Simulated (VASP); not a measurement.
# Nb2SnCl6 (Fm-3m) in VASP: a series of runs, part 2 of 2

VASP 6.6.1. The steps go on from the part before.

### Step 3. Single point, LDA

This run uses another cell than the first one, of 20.43 Å³/atom, 0.830 times its volume.

File INCAR:

```
SYSTEM = Nb2SnCl6
  PREC = Accurate
  ENCUT = 520
  EDIFF = 1E-6
  ISMEAR = -1
  SIGMA = 0.0918
  LREAL = .FALSE.
  LASPH = .TRUE.
  NELM = 80
  ALGO = Normal
  ISIF = 2
  LWAVE = .FALSE.
  LCHARG = .TRUE.
  GGA = CA
  LELF = .TRUE.
  LVHAR = .TRUE.
  NBANDS = 51
```

File KPOINTS:

```
Automatic mesh
0
G
  6 6 6
  0 0 0
```

File POSCAR:

```
Nb2SnCl6
1.0
    0.0000000000      4.5134694282      4.5134694282
    4.5134694282      0.0000000000      4.5134694282
    4.5134694282      4.5134694282      0.0000000000
Sn Nb Cl
1 2 6
Direct
    0.0000000000      0.0000000000      0.0000000000
    0.2500000000      0.2500000000      0.2500000000
    0.7500000000      0.7500000000      0.7500000000
    0.7325778742      0.2674221258      0.2674221258
    0.2674221258      0.7325778742      0.2674221258
    0.2674221258      0.7325778742      0.7325778742
    0.7325778742      0.2674221258      0.7325778742
    0.2674221258      0.2674221258      0.7325778742
    0.7325778742      0.7325778742      0.2674221258
```

Potentials or basis: VASP PAW LDA potentials, release 64 (Sn_d, Nb_sv, Cl).

Command:

```
cat potpaw_LDA.64/Sn_d/POTCAR potpaw_LDA.64/Nb_sv/POTCAR potpaw_LDA.64/Cl/POTCAR > POTCAR
mpirun -np 1 vasp_std > vasp.out
```

OUTCAR:

```text
SYSTEM = Nb2SnCl6
   PREC = Accurate
   ENCUT = 520
   EDIFF = 1E-6
   ISMEAR = -1
   LREAL = .FALSE.
   LASPH = .TRUE.
   NELM = 80
   ISIF = 2
   GGA = CA

 ion  position               nearest neighbor table
   1  0.000  0.000  0.000-   4 2.41   5 2.41   6 2.41   7 2.41   8 2.41   9 2.41
   2  0.250  0.250  0.250-
   3  0.750  0.750  0.750-
   4  0.733  0.267  0.267-   1 2.41
   5  0.267  0.733  0.267-   1 2.41
   6  0.267  0.733  0.733-   1 2.41
   7  0.733  0.267  0.733-   1 2.41
   8  0.267  0.267  0.733-   1 2.41
   9  0.733  0.733  0.267-   1 2.41

  LATTYP: Found a face centered cubic cell.
 ALAT       =     9.0269388564

  Lattice vectors:

 A1 = (   0.0000000000,   4.5134694282,   4.5134694282)
 A2 = (   4.5134694282,   0.0000000000,   4.5134694282)
 A3 = (   4.5134694282,   4.5134694282,   0.0000000000)

Analysis of symmetry for initial positions (statically):
=====================================================================
 Subroutine PRICEL returns:
 Original cell was already a primitive cell.

 Routine SETGRP: Setting up the symmetry group for a
 face centered cubic supercell.

 Subroutine GETGRP returns: Found 48 space group operations
 (whereof 48 operations were pure point group operations)
 out of a pool of 48 trial point group operations.

The static configuration has the point symmetry O_h .

Analysis of symmetry for dynamics (positions and initial velocities):
=====================================================================
 Subroutine PRICEL returns:
 Original cell was already a primitive cell.

 Routine SETGRP: Setting up the symmetry group for a
 face centered cubic supercell.

 Subroutine GETGRP returns: Found 48 space group operations
[... 129 lines left out ...]
  volume/ion in A,a.u.               =      20.43       137.88
  Fermi-wavevector in a.u.,A,eV,Ry     =   1.250717  2.363512 21.283488  1.564292
  Thomas-Fermi vector in A             =   2.384698
   LORBIT       =      0    0 simple, 1 ext, 2 COOP (PROOUT), +10 PAW based schemes
   GGA     = CA    functional components
   LHFCALC =     F    Hartree Fock is set to
   AEXX    =    0.0000 exact exchange contribution
   IVDW    =     0    specifies the selected vdW correction
   LEPSILON=     F    determine dielectric tensor
   LRPA    =     F    only Hartree local field effects (RPA)
 non-spin polarized calculation
  energy-cutoff  :      520.00
  volume of cell :      183.89
 maximum number of plane-waves:      4972
   NGX = 23   NGY = 23   NGZ = 23

 number of electron      82.0000011 magnetization

 Free energy of the ion-electron system (eV)
  ---------------------------------------------------
  ext. energy  EPLUGINS =         0.00000000
  ---------------------------------------------------
  free energy    TOTEN  =       -36.86848101 eV

  energy without entropy =      -36.38210601  energy(sigma->0) =      -36.62529351

 E-fermi :   7.4928     XC(G=0): -10.6992

 val. band max:        7.4790187851   @ k =   0.5000   0.5000   0.0000
 cond. band min:       7.4961192474   @ k =  -0.3333   0.3333   0.1667
 fundamental gap:      0.0171004623
 Fermi energy:         7.4928422939

 k-point     1 :       0.0000    0.0000    0.0000
  band No.  band energies     occupation
      1     -48.0756      2.00000
      2     -48.0751      2.00000
      3     -24.2889      2.00000
      4     -24.2889      2.00000
      5     -24.2889      2.00000
      6     -24.2832      2.00000
[... 853 lines left out ...]
     50      10.0828      0.00000
     51      10.8461      0.00000

------------------------ aborting loop because EDIFF is reached ----------------------------------------

  FORCE on cell =-STRESS in cart. coord.  units (eV):
  Direction    XX          YY          ZZ          XY          YZ          ZX
  --------------------------------------------------------------------------------------
  -------------------------------------------------------------------------------------
  Total        0.0060181      0.0060181      0.0060181     -0.0000000      0.0000000      0.0000000
  in kB        0.0524331      0.0524331      0.0524331     -0.0000000      0.0000000      0.0000000
  external PRESSURE =       0.0524331 kB  Pullay stress =       0.0000000 kB

 VOLUME and BASIS-vectors are now :
 -----------------------------------------------------------------------------
  energy-cutoff  :      520.00
  volume of cell :      183.89
      direct lattice vectors                 reciprocal lattice vectors
     0.000000000  4.513469428  4.513469428    -0.110779525  0.110779525  0.110779525
     4.513469428  0.000000000  4.513469428     0.110779525 -0.110779525  0.110779525
     4.513469428  4.513469428  0.000000000     0.110779525  0.110779525 -0.110779525

 POSITION                                       TOTAL-FORCE (eV/Angst)
 -----------------------------------------------------------------------------------
      0.00000      0.00000      0.00000         0.000000      0.000000      0.000000
      2.25673      2.25673      2.25673         0.000000     -0.000000      0.000000
      6.77020      6.77020      6.77020         0.000000      0.000000      0.000000
      2.41400      4.51347      4.51347        -0.011360      0.000000      0.000000
      4.51347      2.41400      4.51347         0.000000     -0.011360      0.000000
      6.61294      4.51347      4.51347         0.011360      0.000000      0.000000
      4.51347      6.61294      4.51347         0.000000      0.011360      0.000000
      4.51347      4.51347      2.41400         0.000000      0.000000     -0.011360
      4.51347      4.51347      6.61294         0.000000      0.000000      0.011360
 -----------------------------------------------------------------------------------
    total drift:                                0.000000      0.000000      0.000000

  FREE ENERGIE OF THE ION-ELECTRON SYSTEM (eV)
  ---------------------------------------------------
  free  energy   TOTEN  =       -36.8684810120 eV

  energy  without entropy=      -36.3821060065  energy(sigma->0) =      -36.62529351
```

It took 1.9 min on 1 thread of Intel Xeon Platinum 8559C (Emerald Rapids), shared host; peak memory 0.32 GiB.

Results:

```
Free energy            : -36.8685 eV
Pressure               : 0.0 GPa
Largest force          : 0.011 eV/Å
Band gap on the k mesh : none (metal or under the smearing width)
```

Forces in eV/Å, atoms in the order of the input:
```
Sn   0.000  0.000  0.000
Nb   0.000  0.000  0.000
Nb   0.000  0.000  0.000
Cl  -0.011  0.000  0.000
Cl   0.000 -0.011  0.000
Cl   0.011  0.000  0.000
Cl   0.000  0.011  0.000
Cl   0.000  0.000 -0.011
Cl   0.000  0.000  0.011
```
